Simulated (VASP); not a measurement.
Calculation: HSEsol screened hybrid, VASP's PBE PAW potentials (set 64) (plane waves; VASP 6.6.1).

Input for VASP

**POSCAR**
```
BP
1
    0.0000000000     2.2501834195     2.2501834195
    2.2501834195     0.0000000000     2.2501834195
    2.2501834195     2.2501834195     0.0000000000
B P
1 1
Direct
  0.0000000000   0.0000000000   0.0000000000
  0.2500000000   0.2500000000   0.2500000000
```

File KPOINTS:
```
kpoints
0
G
 8 8 8
0 0 0
```

INCAR:
```
SYSTEM = BP
PREC = Accurate
ENCUT = 520
EDIFF = 1E-6
NELM = 60
ALGO = Normal
LREAL = .FALSE.
LASPH = .TRUE.
ISMEAR = 0
SIGMA = 0.05
GGA = PS
HFSCREEN = 0.2
AEXX = 0.25
LHFCALC = .TRUE.
PRECFOCK = Fast
ISYM = 3
LWAVE = .FALSE.
LCHARG = .FALSE.
ISIF = 2
```

POTCAR, in this order: B P (PBE.64 set). Program: vasp_std. Read from the step before: WAVECAR.

Output

### OUTCAR
```
 ion  position               nearest neighbor table
   1  0.000  0.000  0.000-   2 1.95   2 1.95   2 1.95   2 1.95
   2  0.250  0.250  0.250-   1 1.95   1 1.95   1 1.95   1 1.95
  LATTYP: Found a face centered cubic cell.
 ALAT       =     4.5003668390
 Subroutine PRICEL returns:
 Original cell was already a primitive cell.
 Subroutine GETGRP returns: Found 24 space group operations
The static configuration has the point symmetry T_d .
The dynamic configuration has the point symmetry T_d .
 Subroutine INISYM returns: Found 24 space group operations
 Subroutine IBZKPT returns following result:
 Found     29 irreducible k-points:

 Following reciprocal coordinates:
            Coordinates               Weight
  0.000000  0.000000  0.000000      1.000000
  0.125000  0.000000  0.000000      8.000000
  0.250000  0.000000  0.000000      8.000000
  0.375000  0.000000  0.000000      8.000000
  0.500000  0.000000  0.000000      4.000000
  0.125000  0.125000  0.000000      6.000000
  0.250000  0.125000  0.000000     24.000000
  0.375000  0.125000  0.000000     24.000000
  0.500000  0.125000  0.000000     24.000000
 -0.375000  0.125000  0.000000     24.000000
 -0.250000  0.125000  0.000000     24.000000
 -0.125000  0.125000  0.000000     12.000000
  0.250000  0.250000  0.000000      6.000000
  0.375000  0.250000  0.000000     24.000000
  0.500000  0.250000  0.000000     24.000000
 -0.375000  0.250000  0.000000     24.000000
 -0.250000  0.250000  0.000000     12.000000
  0.375000  0.375000  0.000000      6.000000
  0.500000  0.375000  0.000000     24.000000
 -0.375000  0.375000  0.000000     12.000000
  0.500000  0.500000  0.000000      3.000000
  0.375000  0.250000  0.125000     24.000000
  0.500000  0.250000  0.125000     48.000000
 -0.375000  0.250000  0.125000     24.000000
...
```

OSZICAR:
```
       N       E                     dE             d eps       ncg     rms          rms(c)
DAV:   1    -0.153700556559E+02   -0.15370E+02   -0.24638E-01   528   0.410E+00    0.122E+00
DAV:   2    -0.153708516315E+02   -0.79598E-03   -0.30970E-03   680   0.470E-01    0.832E-01
DAV:   3    -0.153704448384E+02    0.40679E-03   -0.52132E-04   592   0.165E-01    0.475E-01
DAV:   4    -0.153703325426E+02    0.11230E-03   -0.12070E-04   568   0.850E-02    0.263E-01
DAV:   5    -0.153702958689E+02    0.36674E-04   -0.22480E-05   616   0.394E-02    0.143E-01
DAV:   6    -0.153702835543E+02    0.12315E-04   -0.65571E-06   624   0.205E-02    0.776E-02
DAV:   7    -0.153702795549E+02    0.39994E-05   -0.19522E-06   528   0.117E-02    0.418E-02
DAV:   8    -0.153702782652E+02    0.12897E-05   -0.50945E-07   304   0.662E-03    0.229E-02
DAV:   9    -0.153702778421E+02    0.42312E-06   -0.18373E-07   288   0.406E-03
   1 F= -.15370278E+02 E0= -.15370278E+02  d E =-.942033E-11
```

### OUTCAR
```
------------------------ aborting loop because EDIFF is reached ----------------------------------------
  FORCE on cell =-STRESS in cart. coord.  units (eV):
  Direction    XX          YY          ZZ          XY          YZ          ZX
  --------------------------------------------------------------------------------------
  Total        0.0558950      0.0558950      0.0558950     -0.0000000      0.0000000      0.0000000
  in kB        3.9300676      3.9300676      3.9300676     -0.0000000      0.0000000      0.0000000
  external PRESSURE =       3.9300676 kB  Pullay stress =       0.0000000 kB
  volume of cell :       22.79
      direct lattice vectors                 reciprocal lattice vectors
     0.000000000  2.250183419  2.250183419    -0.222204108  0.222204108  0.222204108
     2.250183419  0.000000000  2.250183419     0.222204108 -0.222204108  0.222204108
     2.250183419  2.250183419  0.000000000     0.222204108  0.222204108 -0.222204108
  FREE ENERGIE OF THE ION-ELECTRON SYSTEM (eV)
  ---------------------------------------------------
  free  energy   TOTEN  =       -15.3702778421 eV

  energy  without entropy=      -15.3702778421  energy(sigma->0) =      -15.37027784

  exchange ACFDT corr.  =         0.00000000  see jH, gK, PRB 81, 115126
```
(Selected blocks of OUTCAR.)

The compound is BP in the zinc blende structure. This cell is one point of a volume scan, at 0.97 of the reference volume. The cell's shape comes from a PBE relaxation.
